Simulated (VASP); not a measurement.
```xyz
2
Lattice="2.1273 -1.2283 0.0000 2.1273 1.2283 0.0000 -1.3791 0.0000 3.5028" Properties=species:S:1:pos:R:3 pbc="T T T"
C      3.5455     0.0000     0.0003
C     -0.6700     0.0000     3.5025
```

Level of theory: LDA (Ceperley-Alder, Perdew-Zunger), VASP's LDA PAW potentials (set 64) (plane waves; VASP 6.6.1). Run with 520 eV cut-off, 11×11×7 Γ-centred mesh, Gaussian smearing of 0.050 eV, potentials C.

Energy and stress use the plane-wave basis of the starting cell.

**Question.** The ions, cell shape and volume are relaxed. What does this cell relax into?

**Answer.** 
```xyz
2
Lattice="2.1191 -1.2237 -0.0038 2.1191 1.2237 -0.0038 -1.3800 0.0000 3.3049" Properties=species:S:1:pos:R:3 pbc="T T T"
C      3.5319     0.0000    -0.0058
C     -0.6737     0.0000     3.3031
```
Space group C2/m (12), at a tolerance of 0.03 Å.

**Question.** How do energy and volume change from the first to the last step?

**Answer.** The energy (σ→0) changes by -3.2 meV/atom and the volume by -6.4 %, in 14 ionic steps.

```
step  E(σ→0) (eV)  max force (eV/Å)  pressure (GPa)  volume (Å³)
----  -----------  ----------------  --------------  -----------
1        -20.2197             0.003           -3.35        18.31
2        -20.2114             0.010            6.97        17.80
3        -20.2217             0.002           -0.32        18.15
4        -20.2217             0.002           -0.26        18.15
5        -20.2221             0.005           -0.17        18.09
6        -20.2231             0.025           -0.20        17.94
7        -20.2248             0.065           -0.10        17.62
8        -20.2257             0.145            0.23        16.99
9        -20.2258             0.122            0.17        17.17
10       -20.2260             0.029            0.11        17.13
11       -20.2260             0.029            0.05        17.13
12       -20.2260             0.019            0.01        17.13
13       -20.2260             0.010           -0.07        17.13
14       -20.2260             0.004           -0.03        17.13
```

The structure comes from a computed database's C entry (C2/m); how it stands against other phases isn't given here. This run relaxes it. Symmetry was kept, so distortions that lower it aren't found.
